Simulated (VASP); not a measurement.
Method: RPBE GGA, VASP's PBE PAW potentials (set 64) (plane waves; VASP).

VASP input:

### KPOINTS
```
Automatic mesh
0
Gamma
  7 7 7
0 0 0
```

POSCAR:
```
Sb
1.0
  4.1435441009  -2.2024429083   0.0328148490
  4.1435441009   2.2024429083   0.0328148490
  2.9441866693   0.0000000000   3.6541144201
Sb
2
Cartesian
  2.5954263137  -0.0000000000   0.8595926887
  8.6358485574   0.0000000000   2.8601514294
```

INCAR:
```
! general
SYSTEM  = Sb
PREC    = Accurate
ENCUT   = 520   ! plane-wave cut-off (eV)
LREAL   = .FALSE.
LASPH   = .TRUE.   ! aspherical one-centre terms

! electronic loop
EDIFF   = 1E-6   ! SCF stop (eV)
NELM    = 100   ! most electronic steps
ALGO    = Normal   ! blocked Davidson
LMAXMIX = 4   ! l cut-off of mixed one-centre charges

! smearing
ISMEAR  = 0
SIGMA   = 0.05

! functional
GGA     = RP   ! RPBE

! ions
IBRION  = 2
NSW     = 60
ISIF    = 3
EDIFFG  = -0.01

! output
LWAVE   = .FALSE.
LCHARG  = .FALSE.
```

POTCAR, in this order: Sb (PBE.64 set). Program: vasp_std.

The run wrote:

File OUTCAR:
```
 ion  position               nearest neighbor table
   1  0.231  0.231  0.231-   2 2.97   2 2.97   2 2.97   2 3.51   2 3.51   2 3.51
   2  0.769  0.769  0.769-   1 2.97   1 2.97   1 2.97   1 3.51   1 3.51   1 3.51
  LATTYP: Found a trigonal (rhomboedric) cell.
 ALAT       =     4.6926313828
 COS(alpha) =     0.5594384879
 Subroutine PRICEL returns:
 Original cell was already a primitive cell.
 Subroutine GETGRP returns: Found 12 space group operations
The static configuration has the point symmetry D_3d.
The dynamic configuration has the point symmetry D_3d.
 Subroutine INISYM returns: Found 12 space group operations
 Subroutine IBZKPT returns following result:
 Found     44 irreducible k-points:

 Following reciprocal coordinates:
            Coordinates               Weight
  0.000000  0.000000  0.000000      1.000000
  0.142857  0.000000  0.000000      6.000000
  0.285714  0.000000  0.000000      6.000000
  0.428571  0.000000  0.000000      6.000000
  0.142857  0.142857  0.000000      6.000000
  0.285714  0.142857  0.000000     12.000000
  0.428571  0.142857  0.000000     12.000000
 -0.428571  0.142857 -0.000000     12.000000
 -0.285714  0.142857 -0.000000     12.000000
 -0.142857  0.142857  0.000000      6.000000
  0.285714  0.285714  0.000000      6.000000
  0.428571  0.285714  0.000000     12.000000
 -0.428571  0.285714  0.000000     12.000000
 -0.285714  0.285714  0.000000      6.000000
  0.428571  0.428571  0.000000      6.000000
 -0.428571  0.428571  0.000000      6.000000
  0.142857  0.142857  0.142857      2.000000
  0.285714  0.142857  0.142857      6.000000
  0.428571  0.142857  0.142857      6.000000
 -0.428571  0.142857  0.142857      6.000000
 -0.285714  0.142857  0.142857      6.000000
 -0.142857  0.142857  0.142857      6.000000
  0.285714  0.285714  0.142857      6.000000
  0.428571  0.285714  0.142857     12.000000
 -0.428571  0.285714  0.142857     12.000000
 -0.285714  0.285714  0.142857     12.000000
 -0.142857  0.285714  0.142857     12.000000
  0.428571  0.428571  0.142857      6.000000
 -0.428571  0.428571  0.142857     12.000000
 -0.285714  0.428571  0.142857     12.000000
 -0.142857  0.428571  0.142857     12.000000
 -0.428571 -0.428571  0.142857      6.000000
 -0.285714 -0.428571  0.142857     12.000000
 -0.285714 -0.285714  0.142857      6.000000
  0.285714  0.285714  0.285714      2.000000
  0.428571  0.285714  0.285714      6.000000
 -0.428571  0.285714  0.285714      6.000000
 -0.285714  0.285714  0.285714      6.000000
  0.428571  0.428571  0.285714      6.000000
 -0.428571  0.428571  0.285714     12.000000
   k-points           NKPTS =     44   k-points in BZ     NKDIM =     44   number of bands    NBANDS=      9
   number of dos      NEDOS =    301   number of ions     NIONS =      2
   total plane-waves  NPLWV =  46656
   dimension x,y,z NGX =    36 NGY =   36 NGZ =   36
   dimension x,y,z NGXF=    72 NGYF=   72 NGZF=   72
   ions per type =               2
   PREC   = accura    normal or accurate (medium, high low for compatibility)
   ISTART =      0    job   : 0-new  1-cont  2-samecut
   ICHARG =      2    charge: 1-file 2-atom 10-const
   ISPIN  =      1    spin polarized calculation?
   LNONCOLLINEAR =      F non collinear calculations
   LSORBIT =      F    spin-orbit coupling
   INIWAV =      1    electr: 0-lowe 1-rand  2-diag
   ENCUT  =  520.0 eV  38.22 Ry    6.18 a.u.   8.73  8.73  8.73*2*pi/ulx,y,z
   NELM   =    100;   NELMIN=  2; NELMDL= -5     # of ELM steps
   EDIFF  = 0.1E-05   stopping-criterion for ELM
   LREAL  =      F    real-space projection
   NLSPLINE    = F    spline interpolate recip. space projectors
...
```

OSZICAR:
```
       N       E                     dE             d eps       ncg     rms          rms(c)
DAV:   1     0.372231770542E+02    0.37223E+02   -0.36337E+03   792   0.861E+02
DAV:   2    -0.586415373932E+01   -0.43087E+02   -0.42236E+02  1087   0.121E+02
DAV:   3    -0.755072228951E+01   -0.16866E+01   -0.16453E+01  1000   0.287E+01
DAV:   4    -0.756483333883E+01   -0.14111E-01   -0.14107E-01   949   0.301E+00
DAV:   5    -0.756496354336E+01   -0.13020E-03   -0.13020E-03   901   0.304E-01    0.280E+00
DAV:   6    -0.757147492217E+01   -0.65114E-02   -0.28723E-03   870   0.508E-01    0.169E+00
DAV:   7    -0.757567510583E+01   -0.42002E-02   -0.78798E-03   805   0.818E-01    0.105E-01
DAV:   8    -0.757597094123E+01   -0.29584E-03   -0.35296E-04   910   0.142E-01    0.260E-02
DAV:   9    -0.757605770590E+01   -0.86765E-04   -0.14471E-04   817   0.872E-02    0.633E-03
DAV:  10    -0.757606159432E+01   -0.38884E-05   -0.82074E-06   994   0.200E-02    0.278E-03
DAV:  11    -0.757606240901E+01   -0.81468E-06   -0.24389E-06   815   0.119E-02
   1 F= -.75760624E+01 E0= -.75760537E+01  d E =-.757606E+01
       N       E                     dE             d eps       ncg     rms          rms(c)
DAV:   1    -0.757628588258E+01   -0.22429E-03   -0.39687E-03   841   0.363E-01    0.414E-02
DAV:   2    -0.757622718899E+01    0.58694E-04   -0.12087E-04   841   0.779E-02    0.243E-02
DAV:   3    -0.757620226847E+01    0.24921E-04   -0.95438E-05   832   0.523E-02    0.595E-03
DAV:   4    -0.757620237654E+01   -0.10807E-06   -0.37297E-06   806   0.151E-02
   2 F= -.75762024E+01 E0= -.75761964E+01  d E =-.139968E-03
       N       E                     dE             d eps       ncg     rms          rms(c)
DAV:   1    -0.757622242586E+01   -0.20157E-04   -0.51380E-04   842   0.131E-01    0.144E-02
DAV:   2    -0.757621510515E+01    0.73207E-05   -0.15699E-05   840   0.281E-02    0.846E-03
DAV:   3    -0.757621255433E+01    0.25508E-05   -0.12438E-05   837   0.189E-02    0.216E-03
DAV:   4    -0.757621257416E+01   -0.19833E-07   -0.46996E-07   410   0.556E-03
   3 F= -.75762126E+01 E0= -.75762074E+01  d E =-.150165E-03
       N       E                     dE             d eps       ncg     rms          rms(c)
DAV:   1    -0.757630518143E+01   -0.92627E-04   -0.43636E-03   811   0.383E-01    0.281E-02
DAV:   2    -0.757629676309E+01    0.84183E-05   -0.12724E-04   816   0.852E-02    0.173E-02
DAV:   3    -0.757628790163E+01    0.88615E-05   -0.34418E-05   972   0.357E-02    0.316E-03
DAV:   4    -0.757628809206E+01   -0.19042E-06   -0.28687E-06   794   0.126E-02
   4 F= -.75762881E+01 E0= -.75762848E+01  d E =-.755179E-04
       N       E                     dE             d eps       ncg     rms          rms(c)
DAV:   1    -0.757629414828E+01   -0.62466E-05   -0.40828E-04   809   0.117E-01    0.835E-03
DAV:   2    -0.757629330529E+01    0.84298E-06   -0.12254E-05   808   0.263E-02    0.515E-03
DAV:   3    -0.757629221800E+01    0.10873E-05   -0.32003E-06   806   0.110E-02    0.968E-04
DAV:   4    -0.757629222629E+01   -0.82944E-08   -0.28204E-07   399   0.404E-03
   5 F= -.75762922E+01 E0= -.75762894E+01  d E =-.796521E-04
       N       E                     dE             d eps       ncg     rms          rms(c)
DAV:   1    -0.757631654230E+01   -0.24324E-04   -0.75134E-04   798   0.158E-01    0.933E-03
DAV:   2    -0.757631493193E+01    0.16104E-05   -0.19882E-05   826   0.340E-02    0.642E-03
DAV:   3    -0.757631314368E+01    0.17883E-05   -0.40537E-06   811   0.113E-02    0.127E-03
DAV:   4    -0.757631312980E+01    0.13885E-07   -0.16505E-07   397   0.289E-03
   6 F= -.75763131E+01 E0= -.75763105E+01  d E =-.209035E-04
```

### OUTCAR
```
------------------------ aborting loop because EDIFF is reached ----------------------------------------
  FORCE on cell =-STRESS in cart. coord.  units (eV):
  Direction    XX          YY          ZZ          XY          YZ          ZX
  --------------------------------------------------------------------------------------
  Total       -0.0078341     -0.0065728     -0.0067112      0.0000000      0.0000000     -0.0004177
  in kB       -0.1898380     -0.1592738     -0.1626264      0.0000000      0.0000000     -0.0101227
  external PRESSURE =      -0.1705794 kB  Pullay stress =       0.0000000 kB
  volume of cell :       66.12
      direct lattice vectors                 reciprocal lattice vectors
     4.124322894 -2.205784271  0.024416688     0.121809357 -0.226676746 -0.097520138
     4.124322894  2.205784271  0.024416688     0.121809357  0.226676746 -0.097520138
     2.923145899  0.000000000  3.651210196    -0.001629148  0.000000000  0.275186085
 POSITION                                       TOTAL-FORCE (eV/Angst)
 -----------------------------------------------------------------------------------
      2.58159      0.00000      0.85501         0.008284      0.000000      0.002743
      8.59020      0.00000      2.84503        -0.008284      0.000000     -0.002743
 -----------------------------------------------------------------------------------
    total drift:                                0.000000      0.000000     -0.000000
  FREE ENERGIE OF THE ION-ELECTRON SYSTEM (eV)
  ---------------------------------------------------
  free  energy   TOTEN  =        -7.5763131298 eV

  energy  without entropy=       -7.5763079027  energy(sigma->0) =       -7.57631052

 reached required accuracy - stopping structural energy minimisation
```
(Selected blocks of OUTCAR.)

CONTCAR:
```
Sb
   1.00000000000000
     4.1243228944264043   -2.2057842714229734    0.0244166881280007
     4.1243228944264043    2.2057842714229734    0.0244166881280007
     2.9231458991713395    0.0000000000000000    3.6512101960679106
  Sb
     2
Direct
     0.2310808358881919    0.2310808358881919    0.2310808358881967
     0.7689191641118081    0.7689191641118081    0.7689191641118034
```

The compound is Sb in the a7 structure. This run relaxes it. Symmetry was kept, so distortions that lower it aren't found. The start is the result of an earlier pass.
